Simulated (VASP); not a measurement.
Output of a VASP run:

### OUTCAR
```
 ion  position               nearest neighbor table
   1  0.000  0.000  0.000-
  LATTYP: Found a body centered tetragonal cell.
 ALAT       =     3.3051385120
 C/A-ratio  =     0.9950000000
 Subroutine PRICEL returns:
 Original cell was already a primitive cell.
 Subroutine GETGRP returns: Found 16 space group operations
The static configuration has the point symmetry D_4h.
The dynamic configuration has the point symmetry D_4h.
 Subroutine INISYM returns: Found 16 space group operations
 Subroutine IBZKPT returns following result:
 Found    244 irreducible k-points:

 Following reciprocal coordinates:
            Coordinates               Weight
  0.000000  0.000000  0.000000      1.000000
  0.071429  0.000000 -0.000000      8.000000
  0.142857  0.000000 -0.000000      8.000000
  0.214286  0.000000 -0.000000      8.000000
  0.285714  0.000000  0.000000      8.000000
  0.357143  0.000000 -0.000000      8.000000
  0.428571  0.000000 -0.000000      8.000000
  0.500000  0.000000 -0.000000      4.000000
  0.071429  0.071429  0.000000      8.000000
  0.142857  0.071429 -0.000000     16.000000
  0.214286  0.071429 -0.000000     16.000000
  0.285714  0.071429  0.000000     16.000000
  0.357143  0.071429 -0.000000     16.000000
  0.428571  0.071429 -0.000000     16.000000
  0.500000  0.071429 -0.000000     16.000000
 -0.428571  0.071429  0.000000     16.000000
 -0.357143  0.071429  0.000000     16.000000
 -0.285714  0.071429  0.000000     16.000000
 -0.214286  0.071429  0.000000     16.000000
 -0.142857  0.071429  0.000000     16.000000
 -0.071429  0.071429  0.000000      4.000000
  0.142857  0.142857 -0.000000      8.000000
  0.214286  0.142857 -0.000000     16.000000
  0.285714  0.142857  0.000000     16.000000
  0.357143  0.142857 -0.000000     16.000000
  0.428571  0.142857 -0.000000     16.000000
  0.500000  0.142857 -0.000000     16.000000
 -0.428571  0.142857  0.000000     16.000000
 -0.357143  0.142857  0.000000     16.000000
 -0.285714  0.142857  0.000000     16.000000
 -0.214286  0.142857  0.000000     16.000000
 -0.142857  0.142857  0.000000      4.000000
  0.214286  0.214286 -0.000000      8.000000
  0.285714  0.214286 -0.000000     16.000000
  0.357143  0.214286 -0.000000     16.000000
  0.428571  0.214286 -0.000000     16.000000
  0.500000  0.214286 -0.000000     16.000000
 -0.428571  0.214286  0.000000     16.000000
 -0.357143  0.214286 -0.000000     16.000000
 -0.285714  0.214286 -0.000000     16.000000
   k-points           NKPTS =    244   k-points in BZ     NKDIM =    244   number of bands    NBANDS=      9
   number of dos      NEDOS =    301   number of ions     NIONS =      1
   total plane-waves  NPLWV =   8000
   dimension x,y,z NGX =    20 NGY =   20 NGZ =   20
   dimension x,y,z NGXF=    40 NGYF=   40 NGZF=   40
   ions per type =               1
   PREC   = accura    normal or accurate (medium, high low for compatibility)
   ISTART =      0    job   : 0-new  1-cont  2-samecut
   ICHARG =      2    charge: 1-file 2-atom 10-const
   ISPIN  =      1    spin polarized calculation?
   LNONCOLLINEAR =      F non collinear calculations
   LSORBIT =      F    spin-orbit coupling
   INIWAV =      1    electr: 0-lowe 1-rand  2-diag
   ENCUT  =  480.0 eV  35.28 Ry    5.94 a.u.   5.10  5.10  5.10*2*pi/ulx,y,z
   NELM   =    100;   NELMIN=  2; NELMDL= -5     # of ELM steps
   EDIFF  = 0.1E-06   stopping-criterion for ELM
   LREAL  =      F    real-space projection
   NLSPLINE    = F    spline interpolate recip. space projectors
   LMAXMIX     =    6 max onsite mixed and CHGCAR
   VOSKOWN=      0    Vosko Wilk Nusair interpolation
   EDIFFG = 0.1E-05   stopping-criterion for IOM
   NSW    =      0    number of steps for IOM
   NBLOCK =      1;   KBLOCK =      1    inner block; outer block
   IBRION =     -1    ionic relax: 0-MD 1-quasi-New 2-CG
...
```

File OSZICAR:
```
       N       E                     dE             d eps       ncg     rms          rms(c)
DAV:   1     0.647092751896E+01    0.64709E+01   -0.65712E+03  4416   0.114E+03
DAV:   2    -0.512419127105E+02   -0.57713E+02   -0.56851E+02  5637   0.247E+02
DAV:   3    -0.518941526500E+02   -0.65224E+00   -0.63380E+00  5132   0.269E+01
DAV:   4    -0.518992018860E+02   -0.50492E-02   -0.50402E-02  5277   0.179E+00
DAV:   5    -0.518992463648E+02   -0.44479E-04   -0.44473E-04  5135   0.128E-01    0.145E+01
DAV:   6    -0.481052109360E+02    0.37940E+01   -0.13870E+00  4544   0.164E+01    0.571E+00
DAV:   7    -0.486840606164E+02   -0.57885E+00   -0.23446E-01  4435   0.615E+00    0.178E+00
DAV:   8    -0.482472863450E+02    0.43677E+00   -0.34236E-01  4452   0.720E+00    0.746E-01
DAV:   9    -0.485556596263E+02   -0.30837E+00   -0.47102E-02  4501   0.209E+00    0.377E-01
DAV:  10    -0.485812363080E+02   -0.25577E-01   -0.51416E-03  4477   0.819E-01    0.320E-01
DAV:  11    -0.485860524715E+02   -0.48162E-02   -0.54820E-03  4460   0.875E-01    0.622E-02
DAV:  12    -0.485861077326E+02   -0.55261E-04   -0.68281E-04  4461   0.291E-01    0.549E-02
DAV:  13    -0.485861027313E+02    0.50013E-05   -0.64014E-05  4848   0.103E-01    0.232E-02
DAV:  14    -0.485861028787E+02   -0.14742E-06   -0.24345E-06  5609   0.215E-02    0.172E-02
DAV:  15    -0.485861023383E+02    0.54047E-06   -0.73264E-08  2920   0.389E-03    0.151E-02
DAV:  16    -0.485861011738E+02    0.11645E-05   -0.46627E-06  4578   0.286E-02    0.162E-03
DAV:  17    -0.485861009120E+02    0.26185E-06   -0.10151E-07  2833   0.470E-03    0.395E-04
DAV:  18    -0.485861011184E+02   -0.20642E-06   -0.11744E-08  2236   0.154E-03    0.393E-04
DAV:  19    -0.485861009296E+02    0.18877E-06   -0.99745E-09  2233   0.148E-03    0.670E-05
DAV:  20    -0.485861010030E+02   -0.73343E-07   -0.90184E-10  2229   0.445E-04
   1 F= -.48586101E+02 E0= -.48586201E+02  d E =0.300212E-03
```

### OUTCAR
```
------------------------ aborting loop because EDIFF is reached ----------------------------------------
  FORCE on cell =-STRESS in cart. coord.  units (eV):
  Direction    XX          YY          ZZ          XY          YZ          ZX
  --------------------------------------------------------------------------------------
  Total        0.1156193      0.1156193      0.1637457      0.0000000     -0.0000000      0.0000000
  in kB       10.3128561     10.3128561     14.6055633      0.0000000     -0.0000000      0.0000000
  external PRESSURE =      11.7437585 kB  Pullay stress =       0.0000000 kB
  volume of cell :       17.96
      direct lattice vectors                 reciprocal lattice vectors
    -1.652569256  1.652569256  1.644306410     0.000000000  0.302559181  0.304079579
     1.652569256 -1.652569256  1.644306410     0.302559181  0.000000000  0.304079579
     1.652569256  1.652569256 -1.644306410     0.302559181  0.302559181  0.000000000
 POSITION                                       TOTAL-FORCE (eV/Angst)
 -----------------------------------------------------------------------------------
      0.00000      0.00000      0.00000         0.000000      0.000000      0.000000
 -----------------------------------------------------------------------------------
    total drift:                                0.000000     -0.000000      0.000000
  FREE ENERGIE OF THE ION-ELECTRON SYSTEM (eV)
  ---------------------------------------------------
  free  energy   TOTEN  =       -48.5861010030 eV

  energy  without entropy=      -48.5864012145  energy(sigma->0) =      -48.58620107
```
(Selected blocks of OUTCAR.)

File POSCAR:
```
Ta
1
   -1.6525692560     1.6525692560     1.6443064097
    1.6525692560    -1.6525692560     1.6443064097
    1.6525692560     1.6525692560    -1.6443064097
Ta
1
Direct
  0.0000000000   0.0000000000   0.0000000000
```

Task: Reconstruct the remaining input files.

Result: One answer among several that fit: the input of the run itself, r2SCAN meta-GGA, plane waves, VASP's PBE PAW potentials (set 64).

**KPOINTS**
```
Automatic
0
gamma
 14 14 14
```

INCAR:
```
! general
SYSTEM  = Ta
PREC    = Accurate
ENCUT   = 480
LREAL   = F
LASPH   = T

! electronic loop
EDIFF   = 1E-7
NELM    = 100
ALGO    = Normal
LMAXMIX = 6
LMIXTAU = T

! smearing
ISMEAR  = 1
SIGMA   = 0.1

! functional
METAGGA = R2SCAN

! ions
ISIF    = 2

! output
LWAVE   = F
LCHARG  = F
```

POTCAR, in this order: Ta_pv (PBE.64 set). Program: vasp_std.

The compound is Ta in the bcc structure. This cell was strained or had an atom moved on purpose.
